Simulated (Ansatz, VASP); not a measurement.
## Ti3SiN3: VASP beside Ansatz

```xyz
7
Lattice="3.0029 0.0000 0.0000 0.0000 3.0029 0.0000 0.0000 0.0000 19.7585" Properties=species:S:1:pos:R:3 pbc="T T T"
Ti    1.5014    1.5014    4.0000
Ti    0.0000    0.0000    6.0708
Ti    1.5014    1.5014    8.0551
N     0.0000    0.0000    4.0000
N     1.5014    1.5014    6.0376
N     0.0000    0.0000    8.2585
Si    0.3754    0.3754   10.1529
```

Alike in both runs: functional PBE; k mesh 9 × 9 × 1; occupations gaussian, width 0.1 eV; no spin polarisation.

Ansatz relaxed the structure, and its values are those at the end. VASP's run is a single point on that final structure, the one shown.

|  | VASP | Ansatz |
| --- | --- | --- |
| version | VASP 6.6.1 | Ansatz 0.2.0 |
| potentials or method | VASP PAW PBE potentials, release 64 (Ti_sv, N, Si) | scalar-relativistic, plane waves, PAW |
| plane-wave cutoff (eV) | 520 | 420 |
| valence electrons in the cell | 55 | 55 |

|  | VASP | Ansatz | Ansatz less VASP |
| --- | --- | --- | --- |
| gap on the k mesh at the Fermi level (eV) | none | none | - |
| rms of the force components (eV/Å) | 0.543 | 0.543 | -0.0003 |

A gap of «none» marks a metal or a gap that the smearing closes. With one functional, cell and mesh, what is left measures potentials, basis and numerics. Ansatz warned: «vacuum_below_fermi».
